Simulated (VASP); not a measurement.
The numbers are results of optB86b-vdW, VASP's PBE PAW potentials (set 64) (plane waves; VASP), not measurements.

The input files of a VASP run:

POSCAR:
```
GaSb
1
    0.0000000000     3.0203656080     3.0203656080
    3.0203656080     0.0000000000     3.0203656080
    3.0203656080     3.0203656080     0.0000000000
Ga Sb
1 1
Direct
  0.0000000000   0.0000000000   0.0000000000
  0.2500000000   0.2500000000   0.2500000000
```

**KPOINTS**
```
Regular mesh
0
gamma
10 10 10
0 0 0
```

**INCAR**
```
LMAXMIX=4
LCHARG=.FALSE.
EDIFF=1E-7
PARAM2=1.0
PARAM1=0.1234
AGGAC=0.0
GGA=MK
ENCUT=520   ! plane-wave cut-off (eV)
LUSE_VDW=.TRUE.
NELM=100
ISMEAR=1   ! Methfessel-Paxton
SYSTEM=GaSb
ISIF=2   ! forces and stress, cell fixed
SIGMA=0.1   ! width (eV)
PREC=Accurate
ALGO=Normal   ! blocked Davidson
LWAVE=.FALSE.
LREAL=.FALSE.   ! projection in real space or not
LASPH=.TRUE.   ! aspherical one-centre terms
```

POTCAR, in this order: Ga_d Sb (PBE.64 set). Program: vasp_std.

Output of the run:

### OUTCAR
```
 ion  position               nearest neighbor table
   1  0.000  0.000  0.000-   2 2.62   2 2.62   2 2.62   2 2.62
   2  0.250  0.250  0.250-   1 2.62   1 2.62   1 2.62   1 2.62
  LATTYP: Found a face centered cubic cell.
 ALAT       =     6.0407312160
 Subroutine PRICEL returns:
 Original cell was already a primitive cell.
 Subroutine GETGRP returns: Found 24 space group operations
The static configuration has the point symmetry T_d .
The dynamic configuration has the point symmetry T_d .
 Subroutine INISYM returns: Found 24 space group operations
 Subroutine IBZKPT returns following result:
 Found     47 irreducible k-points:

 Following reciprocal coordinates:
            Coordinates               Weight
  0.000000  0.000000  0.000000      1.000000
  0.100000  0.000000  0.000000      8.000000
  0.200000  0.000000  0.000000      8.000000
  0.300000  0.000000  0.000000      8.000000
  0.400000  0.000000  0.000000      8.000000
  0.500000  0.000000  0.000000      4.000000
  0.100000  0.100000  0.000000      6.000000
  0.200000  0.100000  0.000000     24.000000
  0.300000  0.100000  0.000000     24.000000
  0.400000  0.100000  0.000000     24.000000
  0.500000  0.100000  0.000000     24.000000
 -0.400000  0.100000  0.000000     24.000000
 -0.300000  0.100000  0.000000     24.000000
 -0.200000  0.100000  0.000000     24.000000
 -0.100000  0.100000  0.000000     12.000000
  0.200000  0.200000  0.000000      6.000000
  0.300000  0.200000  0.000000     24.000000
  0.400000  0.200000  0.000000     24.000000
  0.500000  0.200000  0.000000     24.000000
 -0.400000  0.200000  0.000000     24.000000
 -0.300000  0.200000  0.000000     24.000000
 -0.200000  0.200000  0.000000     12.000000
  0.300000  0.300000  0.000000      6.000000
  0.400000  0.300000  0.000000     24.000000
  0.500000  0.300000  0.000000     24.000000
 -0.400000  0.300000  0.000000     24.000000
 -0.300000  0.300000  0.000000     12.000000
  0.400000  0.400000  0.000000      6.000000
  0.500000  0.400000  0.000000     24.000000
 -0.400000  0.400000  0.000000     12.000000
  0.500000  0.500000  0.000000      3.000000
  0.300000  0.200000  0.100000     24.000000
  0.400000  0.200000  0.100000     48.000000
  0.500000  0.200000  0.100000     48.000000
 -0.400000  0.200000  0.100000     24.000000
  0.400000  0.300000  0.100000     24.000000
  0.500000  0.300000  0.100000     48.000000
 -0.400000  0.300000  0.100000     48.000000
 -0.300000  0.300000  0.100000     48.000000
 -0.200000  0.300000  0.100000     24.000000
   k-points           NKPTS =     47   k-points in BZ     NKDIM =     47   number of bands    NBANDS=     13
   number of dos      NEDOS =    301   number of ions     NIONS =      2
   total plane-waves  NPLWV =  32768
   dimension x,y,z NGX =    32 NGY =   32 NGZ =   32
   dimension x,y,z NGXF=    64 NGYF=   64 NGZF=   64
   ions per type =               1   1
   PREC   = accura    normal or accurate (medium, high low for compatibility)
   ISTART =      0    job   : 0-new  1-cont  2-samecut
   ICHARG =      2    charge: 1-file 2-atom 10-const
   ISPIN  =      1    spin polarized calculation?
   LNONCOLLINEAR =      F non collinear calculations
   LSORBIT =      F    spin-orbit coupling
   INIWAV =      1    electr: 0-lowe 1-rand  2-diag
   ENCUT  =  520.0 eV  38.22 Ry    6.18 a.u.   7.94  7.94  7.94*2*pi/ulx,y,z
   NELM   =    100;   NELMIN=  2; NELMDL= -5     # of ELM steps
   EDIFF  = 0.1E-06   stopping-criterion for ELM
   LREAL  =      F    real-space projection
   NLSPLINE    = F    spline interpolate recip. space projectors
   LMAXMIX     =    4 max onsite mixed and CHGCAR
...
```

### OSZICAR
```
       N       E                     dE             d eps       ncg     rms          rms(c)
DAV:   1     0.835012138805E+02    0.83501E+02   -0.88037E+03  1238   0.174E+03
DAV:   2     0.374433538733E+01   -0.79757E+02   -0.77187E+02  1365   0.318E+02
DAV:   3    -0.204405627564E+01   -0.57884E+01   -0.57507E+01  1532   0.733E+01
DAV:   4    -0.214679285696E+01   -0.10274E+00   -0.10268E+00  1405   0.110E+01
DAV:   5    -0.214952422943E+01   -0.27314E-02   -0.27313E-02  1588   0.154E+00    0.316E+00
DAV:   6    -0.209464424767E+01    0.54880E-01   -0.70967E-02  1590   0.475E+00    0.189E+00
DAV:   7    -0.207526133029E+01    0.19383E-01   -0.58127E-02  1407   0.219E+00    0.312E-01
DAV:   8    -0.207594514219E+01   -0.68381E-03   -0.46102E-03  1493   0.990E-01    0.921E-02
DAV:   9    -0.207628761873E+01   -0.34248E-03   -0.57267E-04  1320   0.231E-01    0.323E-02
DAV:  10    -0.207630768382E+01   -0.20065E-04   -0.30913E-05  1511   0.432E-02    0.965E-03
DAV:  11    -0.207632343384E+01   -0.15750E-04   -0.19204E-05  1257   0.369E-02    0.517E-03
DAV:  12    -0.207632389372E+01   -0.45988E-06   -0.77079E-07  1462   0.951E-03    0.572E-04
DAV:  13    -0.207632383891E+01    0.54802E-07   -0.71846E-08  1058   0.230E-03
   1 F= -.20763238E+01 E0= -.20763366E+01  d E =0.384257E-04
```

OUTCAR:
```
------------------------ aborting loop because EDIFF is reached ----------------------------------------
  FORCE on cell =-STRESS in cart. coord.  units (eV):
  Direction    XX          YY          ZZ          XY          YZ          ZX
  --------------------------------------------------------------------------------------
  Total        1.1547366      1.1547366      1.1547366     -0.0000000      0.0000000      0.0000000
  in kB       33.5725981     33.5725981     33.5725981     -0.0000000      0.0000000      0.0000000
  external PRESSURE =      33.5725981 kB  Pullay stress =       0.0000000 kB
  volume of cell :       55.11
      direct lattice vectors                 reciprocal lattice vectors
     0.000000000  3.020365608  3.020365608    -0.165542873  0.165542873  0.165542873
     3.020365608  0.000000000  3.020365608     0.165542873 -0.165542873  0.165542873
     3.020365608  3.020365608  0.000000000     0.165542873  0.165542873 -0.165542873
  FREE ENERGIE OF THE ION-ELECTRON SYSTEM (eV)
  ---------------------------------------------------
  free  energy   TOTEN  =        -2.0763238389 eV

  energy  without entropy=       -2.0763622646  energy(sigma->0) =       -2.07633665
```
(Selected blocks of OUTCAR.)

OUTCAR:
```
 val. band max:        5.1799643371   @ k =   0.0000   0.0000   0.0000

 cond. band min:       5.4065097638   @ k =   0.0000   0.0000   0.0000


 Fermi energy:         5.2679812497

 k-point     1 :       0.0000    0.0000    0.0000
  band No.  band energies     occupation
      1      -9.9978      2.00000
      2      -9.9978      2.00000
      3      -9.9978      2.00000
      4      -9.9423      2.00000
      5      -9.9423      2.00000
      6      -6.5903      2.00000
      7       5.1800      2.01562
      8       5.1800      2.01562
      9       5.1800      2.01562
     10       5.4065     -0.06459
     11       7.9218      0.00000
     12       7.9218      0.00000
     13       7.9218      0.00000

 k-point     2 :       0.1000    0.0000    0.0000
  band No.  band energies     occupation
      1     -10.0010      2.00000
      2      -9.9965      2.00000
      3      -9.9965      2.00000
      4      -9.9425      2.00000
      5      -9.9425      2.00000
      6      -6.4827      2.00000
      7       3.6080      2.00000
      8       4.9950      2.00078
      9       4.9950      2.00078
     10       6.2601     -0.00000
     11       8.1710      0.00000
     12       8.1710      0.00000
     13       8.3735      0.00000

 k-point     3 :       0.2000    0.0000    0.0000
  band No.  band energies     occupation
      1     -10.0091      2.00000
      2      -9.9931      2.00000
      3      -9.9931      2.00000
      4      -9.9428      2.00000
      5      -9.9428      2.00000
      6      -6.1691      2.00000
      7       1.8723      2.00000
      8       4.6195      2.00000
      9       4.6195      2.00000
     10       6.1773     -0.00000
     11       8.6419      0.00000
     12       8.6419      0.00000
     13       9.7228      0.00000

 k-point     4 :       0.3000    0.0000    0.0000
  band No.  band energies     occupation
      1     -10.0189      2.00000
      2      -9.9893      2.00000
      3      -9.9893      2.00000
...
```

Unless said otherwise, spin-orbit coupling is left out, though it shifts the bands of the heavy elements here.

The compound is GaSb in the zinc blende structure. This cell is one point of a volume scan, at 0.94 of the reference volume.
